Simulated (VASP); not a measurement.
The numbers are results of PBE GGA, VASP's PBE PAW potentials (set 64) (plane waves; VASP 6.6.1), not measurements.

Input for VASP

POSCAR:
```
CdF2
1
   -0.0000000000     2.7463675880     2.7463675880
    2.7463675880     0.0000000000     2.7463675880
    2.7463675880     2.7463675880     0.0000000000
Cd F
1 2
Direct
  0.0000000000   0.0000000000   1.0000000000
  0.2500000000   0.2500000000   0.2500000000
  0.7500000000   0.7500000000   0.7500000000
```

KPOINTS:
```
Automatic mesh
0
Gamma
6 6 6
0 0 0
```

INCAR:
```
GGA = PE
PREC = Accurate
LCHARG = .True.
SIGMA = 0.05
LREAL = .False.   # projection in real space or not
LWAVE = .False.
NELM = 100
LASPH = .True.
SYSTEM = CdF2
ALGO = Normal   # blocked Davidson
ENCUT = 520   # plane-wave cut-off (eV)
ISMEAR = 0
EDIFF = 1E-6
LMAXMIX = 4
```

POTCAR, in this order: Cd F (PBE.64 set). Program: vasp_std.

Output of the run:

### OUTCAR
```
 ion  position               nearest neighbor table
   1  0.000  0.000  0.000-   3 2.38   3 2.38   3 2.38   2 2.38   3 2.38   2 2.38   2 2.38   2 2.38
  LATTYP: Found a face centered cubic cell.
 ALAT       =     5.4927351760
 Subroutine PRICEL returns:
 Original cell was already a primitive cell.
 Subroutine GETGRP returns: Found 48 space group operations
The static configuration has the point symmetry O_h .
The dynamic configuration has the point symmetry O_h .
 Subroutine INISYM returns: Found 48 space group operations
 Subroutine IBZKPT returns following result:
 Found     16 irreducible k-points:

 Following reciprocal coordinates:
            Coordinates               Weight
  0.000000  0.000000  0.000000      1.000000
  0.166667  0.000000  0.000000      8.000000
  0.333333  0.000000  0.000000      8.000000
  0.500000  0.000000  0.000000      4.000000
  0.166667  0.166667  0.000000      6.000000
  0.333333  0.166667  0.000000     24.000000
  0.500000  0.166667  0.000000     24.000000
 -0.333333  0.166667  0.000000     24.000000
 -0.166667  0.166667  0.000000     12.000000
  0.333333  0.333333  0.000000      6.000000
...
```

### OSZICAR
```
       N       E                     dE             d eps       ncg     rms          rms(c)
DAV:   1     0.199791025152E+03    0.19979E+03   -0.15863E+04   560   0.153E+03
DAV:   2    -0.379208679154E+01   -0.20358E+03   -0.19809E+03   588   0.381E+02
DAV:   3    -0.126565201730E+02   -0.88644E+01   -0.88473E+01   607   0.890E+01
DAV:   4    -0.126988285841E+02   -0.42308E-01   -0.42301E-01   614   0.600E+00
DAV:   5    -0.126989882299E+02   -0.15965E-03   -0.15964E-03   587   0.325E-01    0.976E+00
DAV:   6    -0.108817179602E+02    0.18173E+01   -0.54470E+00   682   0.456E+01    0.696E+00
DAV:   7    -0.109256516570E+02   -0.43934E-01   -0.92980E-01   547   0.996E+00    0.402E+00
DAV:   8    -0.109158834170E+02    0.97682E-02   -0.18570E-01   587   0.423E+00    0.784E-01
DAV:   9    -0.109053070364E+02    0.10576E-01   -0.46599E-02   651   0.254E+00    0.104E-01
DAV:  10    -0.109058499065E+02   -0.54287E-03   -0.33901E-03   549   0.760E-01    0.126E-01
DAV:  11    -0.109059482401E+02   -0.98334E-04   -0.23053E-04   597   0.186E-01    0.514E-02
DAV:  12    -0.109059807278E+02   -0.32488E-04   -0.10664E-04   554   0.940E-02    0.166E-02
DAV:  13    -0.109059825954E+02   -0.18675E-05   -0.58811E-06   613   0.217E-02    0.641E-03
DAV:  14    -0.109059825418E+02    0.53567E-07   -0.14594E-06   430   0.181E-02
   1 F= -.10905983E+02 E0= -.10905983E+02  d E =-.749732E-11
```

### OUTCAR
```
------------------------ aborting loop because EDIFF is reached ----------------------------------------
  FORCE on cell =-STRESS in cart. coord.  units (eV):
  Direction    XX          YY          ZZ          XY          YZ          ZX
  --------------------------------------------------------------------------------------
  Total       -0.0129857     -0.0129857     -0.0129857     -0.0000000     -0.0000000      0.0000000
  in kB       -0.5021925     -0.5021925     -0.5021925     -0.0000000     -0.0000000      0.0000000
  external PRESSURE =      -0.5021925 kB  Pullay stress =       0.0000000 kB
  volume of cell :       41.43
      direct lattice vectors                 reciprocal lattice vectors
     0.000000000  2.746367588  2.746367588    -0.182058659  0.182058659  0.182058659
     2.746367588  0.000000000  2.746367588     0.182058659 -0.182058659  0.182058659
     2.746367588  2.746367588  0.000000000     0.182058659  0.182058659 -0.182058659
 POSITION                                       TOTAL-FORCE (eV/Angst)
 -----------------------------------------------------------------------------------
      0.00000      0.00000      0.00000        -0.000000     -0.000000     -0.000000
      1.37318      1.37318      1.37318        -0.000000     -0.000000      0.000000
      4.11955      4.11955      4.11955         0.000000      0.000000      0.000000
 -----------------------------------------------------------------------------------
    total drift:                                0.000000     -0.000000      0.000000
  FREE ENERGIE OF THE ION-ELECTRON SYSTEM (eV)
  ---------------------------------------------------
  free  energy   TOTEN  =       -10.9059825418 eV

  energy  without entropy=      -10.9059825418  energy(sigma->0) =      -10.90598254
```
(Selected blocks of OUTCAR.)

OUTCAR:
```
 val. band max:       -1.7445736387   @ k =  -0.3333   0.5000   0.1667

 cond. band min:       1.1368584239   @ k =   0.0000   0.0000   0.0000


 Fermi energy:        -1.5257243345

 k-point     1 :       0.0000    0.0000    0.0000
  band No.  band energies     occupation
      1     -22.2305      2.00000
      2     -21.2758      2.00000
      3      -7.1946      2.00000
      4      -7.1946      2.00000
      5      -7.1946      2.00000
      6      -6.2235      2.00000
      7      -6.2235      2.00000
      8      -2.5618      2.00000
      9      -2.5618      2.00000
     10      -2.5618      2.00000
     11      -2.2917      2.00000
     12      -2.2916      2.00000
     13      -2.2916      2.00000
     14       1.1369      0.00000
     15      10.6917      0.00000
     16      10.6917      0.00000
     17      10.6917      0.00000

 k-point     2 :       0.1667    0.0000    0.0000
  band No.  band energies     occupation
      1     -22.1549      2.00000
      2     -21.3419      2.00000
      3      -7.1096      2.00000
      4      -7.1096      2.00000
      5      -6.9486      2.00000
      6      -6.2426      2.00000
      7      -6.2426      2.00000
      8      -3.2706      2.00000
      9      -2.7613      2.00000
     10      -2.7613      2.00000
     11      -2.4722      2.00000
     12      -2.2393      2.00000
     13      -2.2393      2.00000
     14       2.0675      0.00000
     15       9.5981      0.00000
     16      11.0468      0.00000
     17      11.0468      0.00000

 k-point     3 :       0.3333    0.0000    0.0000
  band No.  band energies     occupation
      1     -21.9656      2.00000
      2     -21.5094      2.00000
      3      -6.9629      2.00000
      4      -6.9629      2.00000
      5      -6.3704      2.00000
      6      -6.2218      2.00000
      7      -6.2218      2.00000
      8      -4.0601      2.00000
      9      -3.2193      2.00000
     10      -3.1485      2.00000
     11      -3.1485      2.00000
...
```

The compound is CdF2 in the fluorite structure. It was relaxed first, which changed the volume by +6 %.
